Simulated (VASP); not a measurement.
```yaml
crystal:
  lattice:
    - [1.65862, -2.87281, 0.00000]
    - [1.65862, 2.87281, 0.00000]
    - [0.00000, 0.00000, 5.34502]
  atoms:
    - { symbol: Zn, position: [0.66667, 0.33333, 0.50093] }
    - { symbol: Zn, position: [0.33333, 0.66667, 0.00093] }
    - { symbol: O, position: [0.66667, 0.33333, 0.88107] }
    - { symbol: O, position: [0.33333, 0.66667, 0.38107] }
```

The numbers are results of revPBE GGA, VASP's PBE PAW potentials (set 64) (plane waves; VASP 6.6.1), not measurements. Settings: 520 eV cut-off, Gaussian smearing of 0.050 eV, potentials Zn O.

Q: Estimate the band gap (along the path) with the smallest direct gap where there is one.

A: 
```
Item                                    Value
------------------------------------  -------
band gap (along the path)             0.75 eV
smallest direct gap (along the path)  0.75 eV
```

Only differences to runs with the same potentials and settings are physical.

The compound is ZnO in the wurtzite structure. It was relaxed first, which changed the volume by +7 %.
